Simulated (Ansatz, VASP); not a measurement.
## Al5C3: VASP beside Ansatz

```xyz
8
Lattice="-2.8857 2.8857 2.8857 2.8857 -2.8857 2.8857 2.8857 2.8857 -2.8857" Properties=species:S:1:pos:R:3 pbc="T T T"
Al    1.4429    1.4429    1.4429
Al    1.4429    1.4429   -1.4429
Al    1.4429   -1.4429    1.4429
Al   -1.4429    1.4429    1.4429
Al    0.0000    0.0000    0.0000
C     2.8857    0.0000    0.0000
C     0.0000    2.8857    0.0000
C     0.0000    0.0000    2.8857
```

Alike in both runs: functional PBE; k mesh 10 × 10 × 10; occupations gaussian, width 0.1 eV; no spin polarisation.

Ansatz relaxed the structure, and its values are those at the end. VASP's run is a single point on that final structure, the one shown.

```csv
,VASP,Ansatz
version,VASP 6.6.1,Ansatz 0.2.0
potentials or method,"VASP PAW PBE potentials, release 64 (Al, C)","scalar-relativistic, plane waves, PAW"
plane-wave cutoff (eV),520,420
valence electrons in the cell,27,27
```

|  | VASP | Ansatz | Ansatz less VASP |
| --- | --- | --- | --- |
| gap on the k mesh at the Fermi level (eV) | none | none | - |
| pressure (GPa) | 0.0 | 0.0 | 0.00 |

A gap of «none» marks a metal or a gap that the smearing closes.
